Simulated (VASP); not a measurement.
# FeGe: formation energy of interstitial Li, part 3 of 6

Aim: the formation energy and local structure of interstitial Li in FeGe. The start is a cell from a database of measured crystal structures.

VASP 6.6.1, plane waves and PAW; the level of theory is named at each step.

Still holding for the runs below: The magnetic state follows from one typed start and may not be the lowest.

So far. Step 2 (The host at zero pressure): The run ended after 7 ionic steps, 0.163 eV below its first step, once forces and stress met EDIFFG = -0.02. Step 3 (Relax the host again, on a new basis): The start already met the threshold, so nothing moved.

The database entry behind the starting cell differs from later determinations by our own check (about 0.2 % short), so it need not match the best structure at ambient conditions.

### 4. The supercell without the defect

Level of this step: PBEsol, spin-polarised from a ferromagnetic start; plane waves and PAW (Ge, Fe) (VASP).

System of this step: FeGe. Symmetry: P2_13, No. 198, cubic system. Conventional cell: a = 4.605 Å, b = 4.605 Å, c = 4.605 Å, α = 90.00°, β = 90.00°, γ = 90.00°. Nearest to Ge lie 7 Fe at 2.35 to 2.59 Å. Fe has 7 Ge at 2.35 to 2.59 Å nearest. Farther neighbours are not listed.

The same cell, mesh and cutoff without the defect give the energy to subtract and, in a gapped host, the band edges to count from, so that most errors cancel.

INCAR reads:

```
SYSTEM = FeGe
PREC = Normal
ENCUT = 300
EDIFF = 1E-05
NELM = 120
ISMEAR = 1
SIGMA = 0.2
LREAL = Auto
ALGO = Fast
GGA = PS
NBANDS = 148
ISPIN = 2
MAGMOM = 0 0 0 0 0 0 0 0 0 0 0 0 0 0 0 0 3 3 3 3 3 3 3 3 3 3 3 3 3 3 3 3
LASPH = .TRUE.
LMAXMIX = 4
LORBIT = 11
LWAVE = .FALSE.
LCHARG = .FALSE.
KPAR = 4
```

POSCAR reads:

```
FeGe
1.0
   -4.6046512967      4.6046512967      4.6046512967
    4.6046512967     -4.6046512967      4.6046512967
    4.6046512967      4.6046512967     -4.6046512967
Ge Fe
16 16
Direct
    0.5000000000      0.4083620952      0.2500000000
    0.0000000000      0.9083620952      0.2500000000
    0.0000000000      0.4083620952      0.7500000000
    0.5000000000      0.9083620952      0.7500000000
    0.4083620952      0.2500000000      0.5000000000
    0.9083620952      0.7500000000      0.5000000000
    0.9083620952      0.2500000000      0.0000000000
    0.4083620952      0.7500000000      0.0000000000
    0.2500000000      0.5000000000      0.4083620952
    0.7500000000      0.0000000000      0.4083620952
    0.7500000000      0.5000000000      0.9083620952
    0.2500000000      0.0000000000      0.9083620952
    0.8416379048      0.8416379048      0.8416379048
    0.3416379048      0.3416379048      0.8416379048
    0.3416379048      0.8416379048      0.3416379048
    0.8416379048      0.3416379048      0.3416379048
    0.5000000000      0.6138707906      0.7500000000
    0.0000000000      0.1138707906      0.7500000000
    0.0000000000      0.6138707906      0.2500000000
    0.5000000000      0.1138707906      0.2500000000
    0.6138707906      0.7500000000      0.5000000000
    0.1138707906      0.2500000000      0.5000000000
    0.1138707906      0.7500000000      0.0000000000
    0.6138707906      0.2500000000      0.0000000000
    0.7500000000      0.5000000000      0.6138707906
    0.2500000000      0.0000000000      0.6138707906
    0.2500000000      0.5000000000      0.1138707906
    0.7500000000      0.0000000000      0.1138707906
    0.1361292094      0.1361292094      0.1361292094
    0.6361292094      0.6361292094      0.1361292094
    0.6361292094      0.1361292094      0.6361292094
    0.1361292094      0.6361292094      0.6361292094
```

KPOINTS reads:

```
Automatic mesh
0
Gamma
4 4 4
0 0 0
```

PAW data sets: Ge and Fe (PBE family, release 64).

Command:

```console
$ mpirun -np 4 vasp_std
```

What it wrote:

```text
[banner, memory and clock lines left out]
running    4 mpi-ranks, on    1 nodes
 distrk:  each k-point on    1 cores,    4 groups
 distr:  one band on    1 cores,    1 groups

 POSCAR found type information on POSCAR GeFe
 POSCAR found :  2 types and      32 ions
 [... a notice as in an earlier step ...]

 LDA part: xc-table for (Slater+PW92), standard interpolation
 POSCAR, INCAR and KPOINTS ok, starting setup
 FFT: planning ... GRIDC
 FFT: planning ... GRID_SOFT
 FFT: planning ... GRID
 WAVECAR not read
 entering main loop
       N       E                     dE             d eps       ncg     rms          rms(c)
DAV:   1     0.120576453428E+04    0.12058E+04   -0.50969E+04  4736   0.907E+02
DAV:   2    -0.112911320759E+03   -0.13187E+04   -0.12321E+04  4736   0.285E+02
DAV:   3    -0.239792427891E+03   -0.12688E+03   -0.11315E+03  5116   0.102E+02
DAV:   4    -0.246808869693E+03   -0.70164E+01   -0.67902E+01  6304   0.237E+01
DAV:   5    -0.246957679216E+03   -0.14881E+00   -0.14810E+00  6156   0.316E+00    0.557E+01
RMM:   6    -0.259946253222E+03   -0.12989E+02   -0.31141E+02  5104   0.730E+01    0.560E+01
RMM:   7    -0.227766481972E+03    0.32180E+02   -0.92471E+01  4739   0.451E+01    0.145E+01
RMM:   8    -0.227836920833E+03   -0.70439E-01   -0.21462E+00  5361   0.297E+00    0.500E+00
RMM:   9    -0.227729520135E+03    0.10740E+00   -0.53764E-01  5663   0.150E+00    0.264E+00
RMM:  10    -0.227676617715E+03    0.52902E-01   -0.15915E-01  5486   0.781E-01    0.101E+00
RMM:  11    -0.227671505719E+03    0.51120E-02   -0.34361E-02  5551   0.521E-01    0.401E-01
RMM:  12    -0.227671608939E+03   -0.10322E-03   -0.10970E-02  5678   0.235E-01    0.220E-01
RMM:  13    -0.227671615893E+03   -0.69541E-05   -0.22036E-03  5454   0.185E-01    0.981E-02
RMM:  14    -0.227671731843E+03   -0.11595E-03   -0.85626E-04  5778   0.523E-02    0.259E-02
RMM:  15    -0.227671744162E+03   -0.12319E-04   -0.12554E-04  5571   0.317E-02    0.138E-02
RMM:  16    -0.227671744848E+03   -0.68565E-06   -0.27727E-05  3794   0.104E-02
   1 F= -.22767174E+03 E0= -.22767966E+03  d E =0.237307E-01  mag=    16.3567
```

It took 3.8 min on 4 MPI ranks of Intel Xeon Platinum 8488C (Sapphire Rapids), shared host; peak memory 1.7 GiB; 15 min of CPU time.

OUTCAR, selected parts (step 4):

```text
  LATTYP: Found a body centered cubic cell.
 ALAT       =     9.2093025934

 Found      8 irreducible k-points:

   k-points           NKPTS =      8   k-points in BZ     NKDIM =      8   number of bands    NBANDS=    148

   dimension x,y,z NGX =    36 NGY =   36 NGZ =   36
   dimension x,y,z NGXF=    72 NGYF=   72 NGZF=   72

   ENCUT  =  300.0 eV  22.05 Ry    4.70 a.u.  11.26 11.26 11.26*2*pi/ulx,y,z

   NELECT =     192.0000    total number of electrons

 E-fermi :   7.3292

 spin component 1
 k-point     1 :       0.0000    0.0000    0.0000
  band No.  band energies     occupation
    ...
    101       7.3192      0.54233
    102       7.3192      0.54233
    103       7.3192      0.54233
    104       7.3192      0.54233
    105       7.3192      0.54233
    106       7.6853     -0.01520
    107       7.6853     -0.01520
    108       7.6853     -0.01520
    109       7.6853     -0.01520
    110       7.6853     -0.01520
    ...

 k-point     2 :       0.2500    0.0000    0.0000
  band No.  band energies     occupation
    ...
    100       7.0491      1.03175
    101       7.0781      1.03532
    102       7.0781      1.03532
    103       7.1817      0.97238
    104       7.2373      0.84705
    105       7.5575     -0.03426
    106       7.8087     -0.00181
    107       7.8292     -0.00116
    108       7.8292     -0.00116
    109       7.8340     -0.00104
    ...

 k-point     3 :       0.5000    0.0000    0.0000
  band No.  band energies     occupation
    ...
    100       6.9028      1.00510
    101       6.9028      1.00510
    102       6.9028      1.00510
    103       7.1015      1.03418
    104       7.1015      1.03418
    105       7.9357     -0.00008
    106       7.9357     -0.00008
    107       7.9357     -0.00008
    108       7.9357     -0.00008
    109       8.0219     -0.00001
    ...

 k-point     4 :       0.2500    0.2500    0.0000
  band No.  band energies     occupation
    ...
    100       6.9196      1.00682
    101       7.0237      1.02639
    102       7.0350      1.02892
    103       7.0615      1.03375
    104       7.1428      1.01657
    105       7.5631     -0.03495
    106       7.8789     -0.00036
    107       7.8885     -0.00028
    108       7.9530     -0.00005
    109       7.9591     -0.00004
    ...

  Total        1.2505574      1.2505574      1.2505574     -0.0000000     -0.0000000     -0.0000000
  in kB        5.1305508      5.1305508      5.1305508     -0.0000000     -0.0000000     -0.0000000
  external PRESSURE =       5.1305508 kB  Pullay stress =       0.0000000 kB

  energy-cutoff  :      300.00
  volume of cell :      390.53
      direct lattice vectors                 reciprocal lattice vectors
    -4.604651297  4.604651297  4.604651297     0.000000000  0.108585855  0.108585855
     4.604651297 -4.604651297  4.604651297     0.108585855  0.000000000  0.108585855
     4.604651297  4.604651297 -4.604651297     0.108585855  0.108585855  0.000000000

 POSITION                                       TOTAL-FORCE (eV/Angst)
 -----------------------------------------------------------------------------------
      0.72920      1.57312      3.03153         0.000916     -0.000916      0.000916
      5.33385     -3.03153      3.03153         0.000916     -0.000916      0.000916
      5.33385      1.57312     -1.57312         0.000916     -0.000916      0.000916
      5.33385      1.57312      3.03153         0.000916     -0.000916      0.000916
      1.57312      3.03153      0.72920        -0.000916      0.000916      0.000916
      1.57312      3.03153      5.33385        -0.000916      0.000916      0.000916
     -3.03153      3.03153      5.33385        -0.000916      0.000916      0.000916
      1.57312     -1.57312      5.33385        -0.000916      0.000916      0.000916
      3.03153      0.72920      1.57312         0.000916      0.000916     -0.000916
     -1.57312      5.33385      1.57312         0.000916      0.000916     -0.000916
      3.03153      5.33385      1.57312         0.000916      0.000916     -0.000916
      3.03153      5.33385     -3.03153         0.000916      0.000916     -0.000916
      3.87545      3.87545      3.87545        -0.000916     -0.000916     -0.000916
      3.87545      3.87545     -0.72920        -0.000916     -0.000916     -0.000916
      3.87545     -0.72920      3.87545        -0.000916     -0.000916     -0.000916
     -0.72920      3.87545      3.87545        -0.000916     -0.000916     -0.000916
      3.97782      2.92915      1.67550        -0.003822      0.003822     -0.003822
      3.97782      2.92915     -2.92915        -0.003822      0.003822     -0.003822
      3.97782     -1.67550      1.67550        -0.003822      0.003822     -0.003822
     -0.62683      2.92915      1.67550        -0.003822      0.003822     -0.003822
      2.92915      1.67550      3.97782         0.003822     -0.003822     -0.003822
      2.92915      1.67550     -0.62683         0.003822     -0.003822     -0.003822
      2.92915     -2.92915      3.97782         0.003822     -0.003822     -0.003822
     -1.67550      1.67550      3.97782         0.003822     -0.003822     -0.003822
      1.67550      3.97782      2.92915        -0.003822     -0.003822      0.003822
      1.67550      3.97782     -1.67550        -0.003822     -0.003822      0.003822
      1.67550     -0.62683      2.92915        -0.003822     -0.003822      0.003822
     -2.92915      3.97782      2.92915        -0.003822     -0.003822      0.003822
      0.62683      0.62683      0.62683         0.003822      0.003822      0.003822
      0.62683      0.62683      5.23148         0.003822      0.003822      0.003822
      0.62683      5.23148      0.62683         0.003822      0.003822      0.003822
      5.23148      0.62683      0.62683         0.003822      0.003822      0.003822
 -----------------------------------------------------------------------------------
    total drift:                               -0.000573     -0.000572     -0.000829

  FREE ENERGIE OF THE ION-ELECTRON SYSTEM (eV)
  ---------------------------------------------------
  free  energy   TOTEN  =      -227.6717448477 eV

  energy  without entropy=     -227.6954755868  energy(sigma->0) =     -227.67965509

 total charge
# of ion       s       p       d       tot
------------------------------------------
    1        1.117   1.284   0.159   2.561
    2        1.117   1.284   0.159   2.561
    3        1.117   1.284   0.159   2.561
    4        1.117   1.284   0.159   2.561
    5        1.117   1.284   0.159   2.561
    6        1.117   1.284   0.159   2.561
    7        1.117   1.284   0.159   2.561
    8        1.117   1.284   0.159   2.561
    9        1.117   1.284   0.159   2.561
   10        1.117   1.284   0.159   2.561
   11        1.117   1.284   0.159   2.561
   12        1.117   1.284   0.159   2.561
   13        1.117   1.284   0.159   2.561
   14        1.117   1.284   0.159   2.561
   15        1.117   1.284   0.159   2.561
   16        1.117   1.284   0.159   2.561
   17        0.396   0.539   6.497   7.432
   18        0.396   0.539   6.497   7.432
   19        0.396   0.539   6.497   7.432
   20        0.396   0.539   6.497   7.432
   21        0.396   0.539   6.497   7.432
   22        0.396   0.539   6.497   7.432
   23        0.396   0.539   6.497   7.432
   24        0.396   0.539   6.497   7.432
   25        0.396   0.539   6.497   7.432
   26        0.396   0.539   6.497   7.432
   27        0.396   0.539   6.497   7.432
   28        0.396   0.539   6.497   7.432
   29        0.396   0.539   6.497   7.432
   30        0.396   0.539   6.497   7.432
   31        0.396   0.539   6.497   7.432
   32        0.396   0.539   6.497   7.432
--------------------------------------------------
tot         24.209  29.171 106.499 159.880

 magnetization (x)
# of ion       s       p       d       tot
------------------------------------------
    1       -0.012  -0.053  -0.004  -0.069
    2       -0.012  -0.053  -0.004  -0.069
    3       -0.012  -0.053  -0.004  -0.069
    4       -0.012  -0.053  -0.004  -0.069
    5       -0.012  -0.053  -0.004  -0.069
    6       -0.012  -0.053  -0.004  -0.069
    7       -0.012  -0.053  -0.004  -0.069
    8       -0.012  -0.053  -0.004  -0.069
    9       -0.012  -0.053  -0.004  -0.069
   10       -0.012  -0.053  -0.004  -0.069
   11       -0.012  -0.053  -0.004  -0.069
   12       -0.012  -0.053  -0.004  -0.069
   13       -0.012  -0.053  -0.004  -0.069
   14       -0.012  -0.053  -0.004  -0.069
   15       -0.012  -0.053  -0.004  -0.069
   16       -0.012  -0.053  -0.004  -0.069
   17       -0.001  -0.002   1.115   1.112
   18       -0.001  -0.002   1.115   1.112
   19       -0.001  -0.002   1.115   1.112
   20       -0.001  -0.002   1.115   1.112
   21       -0.001  -0.002   1.115   1.112
   22       -0.001  -0.002   1.115   1.112
   23       -0.001  -0.002   1.115   1.112
   24       -0.001  -0.002   1.115   1.112
   25       -0.001  -0.002   1.115   1.112
   26       -0.001  -0.002   1.115   1.112
   27       -0.001  -0.002   1.115   1.112
   28       -0.001  -0.002   1.115   1.112
   29       -0.001  -0.002   1.115   1.112
   30       -0.001  -0.002   1.115   1.112
   31       -0.001  -0.002   1.115   1.112
   32       -0.001  -0.002   1.115   1.112
--------------------------------------------------
tot         -0.195  -0.893  17.787  16.698

[... 2 parts as in an earlier step ...]

[... 11 further parts left out ...]
```

Numbers from this step:

- electronic cycles: 16
- electrons: 192
- free energy (TOTEN): -227.6717 eV
- energy at zero smearing: -227.6797 eV
- Fermi energy: 7.329 eV
- moment of the cell, from the last line of the log: 16.36 μB

Spin moment in the PAW sphere by element, in μB:

```
element  atoms   mean  spread (r.m.s.)  least  largest
     Ge     16  -0.07             0.00  -0.07    -0.07
     Fe     16   1.11             0.00   1.11     1.11
```

The atoms farthest from the mean of their element:

```
atom        x, y, z (Å)  spin moment in the PAW sphere (μB)
 Ge1   0.73, 1.57, 3.03                               -0.07
 Ge2  5.33, -3.03, 3.03                               -0.07
 Ge3  5.33, 1.57, -1.57                               -0.07
 Ge4   5.33, 1.57, 3.03                               -0.07
 Ge5   1.57, 3.03, 0.73                               -0.07
 Ge6   1.57, 3.03, 5.33                               -0.07
 Ge7  -3.03, 3.03, 5.33                               -0.07
 Ge8  1.57, -1.57, 5.33                               -0.07
```

The host is treated as a metal, as its relaxation found a gap under 0.3 eV or none, and only the neutral defect is run.

(Continued in part 4 of 6.)

[Lines on the potential files, build, host, timing and source positions are cut from VASP's logs without a mark.]

[Logs are printed without paths, hosts, clocks, repeated set-up lines and the standing remarks that a program may print on its own settings, such as how far it seeks lower states.]

[Hosts, paths, dates, database ids (printed as entryN), source tags and the programs' standing remarks are cut or masked in the printed files.]

[In band tables of VASP the shares of atoms and orbitals are scaled to a sum of 1 inside the atoms' spheres.]

[Runs that stopped without an error message from VASP are left out.]
